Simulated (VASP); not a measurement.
Write the native input for VASP 6.6.1 that does the following.

* Task: single point
* Functional: PBE
* Potentials or basis: VASP PAW PBE potentials, release 64 (Y_sv, Si, Rh_pv)
* Cutoff: 520 eV
* k mesh: 4 × 4 × 3
* Occupations: fermi-dirac, width 0.05 eV
* Spin: no spin polarisation
* Dipole correction: no
* Further INCAR settings: ALGO = Normal; EDIFF = 1e-07; NBANDS = 32

The structure of YSi2Rh2 lies in POSCAR:

```
YSi2Rh2
1.0
    4.2980410000     -0.0271120000      0.2394670000
    0.6084910000      4.0650210000      0.8187260000
   -0.2591360000     -0.5325270000      4.5978530000
Y Si Rh
1 2 2
Direct
    0.3758221533      0.6120740753      0.6777622158
    0.8414004871      0.8834069262      0.4499295933
    0.9240563295      0.3887097764      0.4047426489
    0.8624011479      0.8902032637      0.9561703750
    0.4022373653      0.1961826285      0.2082036129
```

The cell was built by a generator and needn't be a form met in nature.

The input as run:

INCAR

```
PREC = Accurate
ENCUT = 520
EDIFF = 1E-7
ISMEAR = -1
SIGMA = 0.05
LREAL = False
LASPH = True
NELM = 60
ALGO = Normal
ISIF = 2
LWAVE = False
LCHARG = False
GGA = PE
NBANDS = 32
```

KPOINTS

```
regular mesh
0
Gamma
  4 4 3
```

Potentials or basis: VASP PAW PBE potentials, release 64 (Y_sv, Si, Rh_pv).

Run with:

```console
$ cat potpaw_PBE.64/Y_sv/POTCAR potpaw_PBE.64/Si/POTCAR potpaw_PBE.64/Rh_pv/POTCAR > POTCAR
$ mpirun -np 1 vasp_std > vasp.out
```

Results of the run:

```json
{"Pressure": "23.2 GPa", "Largest force": "3.858 eV/Å", "Band gap on the k mesh": "none (metal or under the smearing width)"}
```

Caveat: the k mesh is coarse (spacing up to 0.45 Å⁻¹), so the values aren't converged; so large a pressure means that the cell lies far from this level's equilibrium, or that cutoff or potentials fall short.

Wall time 45 s on 1 thread of Intel(R) Xeon(R) Platinum 8488C (Sapphire Rapids), with other jobs on the host, peak memory 0.23 GiB.
